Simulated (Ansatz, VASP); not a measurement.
**Be2CdS in VASP and in Ansatz**

```
Be Cd S
1.0
     4.22183    0.00000    0.00000
    -2.11092    3.65621    0.00000
     0.00000    0.00000    5.10983
Be Cd S
2 1 1
Direct
  0.33333 0.66667 0.00000
  0.66667 0.33333 0.00000
  0.00000 0.00000 0.00000
  0.00000 0.00000 0.50000
```

Alike in both runs: functional PBE; k mesh 12 × 12 × 10; occupations gaussian, width 0.1 eV; no spin polarisation.

Ansatz relaxed the structure, and its values are those at the end. VASP's run is a single point on that final structure, the one shown.

```csv
,VASP,Ansatz
version,VASP 6.6.1,Ansatz 0.2.0
potentials or method,"VASP PAW PBE potentials, release 64 (Be, Cd, S)","scalar-relativistic, plane waves, PAW"
plane-wave cutoff (eV),520,420
valence electrons in the cell,22,30
```

VASP gave:

```
gap on the k mesh at the Fermi level (eV) : none
pressure (GPa)                            : 0.2
```

**Question.** What did Ansatz give for the same quantities?

**Answer.** gap on the k mesh at the Fermi level (eV): none; pressure (GPa): 0.0.

A gap of «none» marks a metal or a gap that the smearing closes. The functional is the same, so the differences come from potentials, cutoffs and numerics. The two sets of potentials don't hold the same shells in valence.
